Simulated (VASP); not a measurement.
Input:

```yaml
crystal:
  lattice:
    - [11.52221, 0.00000, 0.00000]
    - [0.00000, 11.52221, 0.00000]
    - [0.00000, 0.00000, 11.52221]
  atoms:
    - { symbol: Ga, position: [0.50290, 0.00323, 0.00318] }
    - { symbol: Ga, position: [0.74482, 0.24610, 0.00360] }
    - { symbol: Ga, position: [0.74483, 0.00354, 0.24613] }
    - { symbol: Ga, position: [0.99988, 0.00073, 0.00065] }
    - { symbol: Ga, position: [0.25306, 0.25265, 0.00306] }
    - { symbol: Ga, position: [0.49599, 0.49467, 0.00366] }
    - { symbol: Ga, position: [0.74909, 0.74908, 0.00101] }
    - { symbol: Ga, position: [0.25297, 0.00299, 0.25251] }
    - { symbol: Ga, position: [0.75216, 0.50198, 0.25062] }
    - { symbol: Ga, position: [0.49594, 0.00357, 0.49449] }
    - { symbol: Ga, position: [0.75211, 0.25054, 0.50207] }
    - { symbol: Ga, position: [0.74903, 0.00087, 0.74914] }
    - { symbol: Ga, position: [0.99914, 0.49900, 0.00107] }
    - { symbol: Ga, position: [0.25086, 0.74980, 0.00061] }
    - { symbol: Ga, position: [0.00064, 0.24929, 0.24929] }
    - { symbol: Ga, position: [0.25360, 0.49460, 0.24608] }
    - { symbol: Ga, position: [0.49933, 0.75060, 0.24923] }
    - { symbol: Ga, position: [0.99914, 0.00087, 0.49885] }
    - { symbol: Ga, position: [0.25372, 0.24593, 0.49444] }
    - { symbol: Ga, position: [0.50094, 0.50188, 0.50200] }
    - { symbol: Ga, position: [0.74962, 0.75181, 0.49945] }
    - { symbol: Ga, position: [0.25064, 0.00064, 0.74982] }
    - { symbol: Ga, position: [0.49947, 0.24918, 0.75063] }
    - { symbol: Ga, position: [0.74974, 0.49970, 0.75163] }
    - { symbol: Ga, position: [0.00098, 0.75101, 0.24999] }
    - { symbol: Ga, position: [0.00168, 0.49956, 0.49954] }
    - { symbol: Ga, position: [0.25098, 0.74918, 0.49890] }
    - { symbol: Ga, position: [0.00129, 0.25005, 0.75084] }
    - { symbol: Ga, position: [0.25106, 0.49879, 0.74895] }
    - { symbol: Ga, position: [0.50019, 0.75108, 0.75085] }
    - { symbol: Ga, position: [0.00055, 0.75051, 0.75050] }
    - { symbol: As, position: [0.61477, 0.13195, 0.13225] }
    - { symbol: As, position: [0.87296, 0.37308, 0.12527] }
    - { symbol: As, position: [0.87297, 0.12514, 0.37305] }
    - { symbol: As, position: [0.12527, 0.12454, 0.12448] }
    - { symbol: As, position: [0.38198, 0.36441, 0.13207] }
    - { symbol: As, position: [0.62313, 0.62279, 0.12520] }
    - { symbol: As, position: [0.87408, 0.87512, 0.12468] }
    - { symbol: As, position: [0.38221, 0.13206, 0.36388] }
    - { symbol: As, position: [0.87586, 0.62585, 0.37556] }
    - { symbol: As, position: [0.62312, 0.12507, 0.62283] }
    - { symbol: As, position: [0.87589, 0.37562, 0.62578] }
    - { symbol: As, position: [0.87416, 0.12468, 0.87497] }
    - { symbol: As, position: [0.12513, 0.62410, 0.12468] }
    - { symbol: As, position: [0.37462, 0.87529, 0.12439] }
    - { symbol: As, position: [0.12562, 0.37425, 0.37431] }
    - { symbol: As, position: [0.37531, 0.62278, 0.37311] }
    - { symbol: As, position: [0.62428, 0.87571, 0.37423] }
    - { symbol: As, position: [0.12514, 0.12456, 0.62386] }
    - { symbol: As, position: [0.37533, 0.37285, 0.62270] }
    - { symbol: As, position: [0.62579, 0.62585, 0.62572] }
    - { symbol: As, position: [0.87483, 0.87511, 0.62476] }
    - { symbol: As, position: [0.37455, 0.12447, 0.87531] }
    - { symbol: As, position: [0.62439, 0.37439, 0.87562] }
    - { symbol: As, position: [0.87491, 0.62481, 0.87513] }
    - { symbol: As, position: [0.12518, 0.87514, 0.37489] }
    - { symbol: As, position: [0.12513, 0.62480, 0.62474] }
    - { symbol: As, position: [0.37465, 0.87511, 0.62400] }
    - { symbol: As, position: [0.12520, 0.37497, 0.87521] }
    - { symbol: As, position: [0.37471, 0.62405, 0.87492] }
    - { symbol: As, position: [0.62499, 0.87514, 0.87518] }
    - { symbol: As, position: [0.12509, 0.87502, 0.87508] }
    - { symbol: Se, position: [0.62496, 0.37452, 0.37451] }
```
Cell charge -1.

Computed with PBE GGA, VASP's PBE PAW potentials (set 64) (plane waves; VASP). Numerical set-up: PREC = Normal, LREAL = Auto, ISYM = 0, NELECT = 255.0, 400 eV cut-off, 1×1×1 Γ-centred mesh, Gaussian smearing of 0.050 eV, potentials Ga As Se. Starting moments (MAGMOM): 63*0.0476. The cell's moment is fixed (NUPDOWN = 3).

The cell is charged, with a uniform compensating background.  The supercell is sampled at Γ alone, which is coarse: total energies, pressure and levels can be off, energies of defects by several tenths of an eV.

Question: Estimate the cell moment, energy per atom (σ→0), pressure.

Answer: 
- cell moment: 3.00 μB
- energy per atom (σ→0): -3988 meV/atom
- pressure: 1.31 GPa

Question: Give the moment on each site (PAW-sphere projection).

Answer: 
```tsv
site	moment (μB)
Ga1	0.02
Ga2	0.03
Ga3	0.03
Ga4	0.01
Ga5	0.02
Ga6	0.03
Ga7	0.02
Ga8	0.02
Ga9	0.02
Ga10	0.03
Ga11	0.02
Ga12	0.02
Ga13	0.02
Ga14	0.01
Ga15	0.02
Ga16	0.03
Ga17	0.02
Ga18	0.02
Ga19	0.03
Ga20	0.02
Ga21	0.02
Ga22	0.01
Ga23	0.02
Ga24	0.02
Ga25	0.01
Ga26	0.02
Ga27	0.02
Ga28	0.01
Ga29	0.02
Ga30	0.01
Ga31	0.03
As32	0.15
As33	0.02
As34	0.02
As35	0.02
As36	0.15
As37	0.02
As38	0.05
As39	0.15
As40	0.03
As41	0.02
As42	0.03
As43	0.05
As44	0.05
As45	0.02
As46	0.02
As47	0.02
As48	0.02
As49	0.05
As50	0.02
As51	0.03
As52	0.03
As53	0.02
As54	0.02
As55	0.03
As56	0.04
As57	0.03
As58	0.05
As59	0.04
As60	0.05
As61	0.04
As62	0.03
Se63	0.03
```

The cell is a supercell with a defect, built from GaAs (zinc blende): Se_As-vac_Ga, charge -1.
